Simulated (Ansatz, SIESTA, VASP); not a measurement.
## One calculation of Cd3Se, 3 ways

```
Cd Se
1.0
    -2.04095    2.04095    6.08708
     2.04095   -2.04095    6.08708
     2.04095    2.04095   -6.08708
Cd Se
3 1
Direct
  0.50000 0.50000 0.00000
  0.25000 0.75000 0.50000
  0.75000 0.25000 0.50000
  0.00000 0.00000 0.00000
```

The cell comes from a database or a generator and needn't be the stable form of this composition.

Alike in all runs: task single point; functional PBE; k mesh 9 × 9 × 9; occupations fermi-dirac, width 0.05 eV; no spin polarisation; no spin-orbit coupling. Pressure is positive in compression and, in plane waves, holds the error of the finite cutoff, which Ansatz's Pulay term estimates and takes out.

```csv
program and potentials,plane-wave cutoff (eV),notes,pressure (GPa)
"Ansatz, Ansatz PAW",420,19 valence electrons an atom on average,?
"SIESTA, files PseudoDojo sr-pbe-0.4.1-standard, DZP (energy shift 0.003 Ry; two zetas on semicore shells)",-,atomic basis; 19 valence electrons an atom on average,-1.35
"VASP, PBE PAW files Cd, Se, 520 eV",520,10.5 valence electrons an atom on average,-0.28
```

Estimate from the other rows what the run with Ansatz, Ansatz PAW gave.

Pressure -0.51 GPa. Its pressure holds a Pulay term of +0.05 GPa. The other rows, which needn't bracket it: pressure -1.35 to -0.28.
